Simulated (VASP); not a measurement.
All values below come from PBE GGA, VASP's PBE PAW potentials (set 64) (plane waves; VASP 6.6.1).

VASP ran on this input.

### INCAR
```
ALGO=Normal
EDIFF=1E-6
EDIFFG=-0.01
ENCUT=480
GGA=PE
IBRION=2
ISIF=3
ISMEAR=1
LASPH=.True.
LCHARG=.False.
LMAXMIX=4
LREAL=.False.
LWAVE=.False.
NELM=100
NSW=60
PREC=Accurate
SIGMA=0.1
SYSTEM=Zn
```

### POSCAR
```
Zn
1
    1.3300000000    -2.3036280000     0.0000000000
    1.3300000000     2.3036280000     0.0000000000
    0.0000000000     0.0000000000     4.9500000000
Zn
2
Direct
  0.3333330000   0.6666670000   0.2500000000
  0.6666670000   0.3333330000   0.7500000000
```

### KPOINTS
```
Automatic mesh
0
Gamma
14 14 7
0 0 0
```

POTCAR, in this order: Zn (PBE.64 set). Program: vasp_std.

What does the run give for the energy per atom (σ→0), volume per atom, band gap (on the k-mesh)?

| Property | Value |
|---|---|
| energy per atom (σ→0) | -1.105 eV/atom |
| band gap (on the k-mesh) | none (metal, semimetal or under 0.01 eV) |
| volume per atom | 15.10 Å³/atom |

File OSZICAR:
```
...
       N       E                     dE             d eps       ncg     rms          rms(c)
DAV:   1    -0.221023454850E+01   -0.12061E-02   -0.19761E-02  3568   0.191E+00    0.230E-01
DAV:   2    -0.220939005974E+01    0.84449E-03   -0.23697E-03  3624   0.105E+00    0.111E-01
DAV:   3    -0.220916022695E+01    0.22983E-03   -0.13862E-04  3848   0.204E-01    0.518E-02
DAV:   4    -0.220910307740E+01    0.57150E-04   -0.73395E-05  4168   0.136E-01    0.772E-03
DAV:   5    -0.220910322020E+01   -0.14280E-06   -0.11091E-05  3384   0.464E-02    0.260E-03
DAV:   6    -0.220910308196E+01    0.13823E-06   -0.10179E-06  1632   0.200E-02
  10 F= -.22091031E+01 E0= -.22091674E+01  d E =-.751492E-04
```

The compound is Zn in the hcp structure. This run relaxes it. Symmetry was kept, so distortions that lower it aren't found.
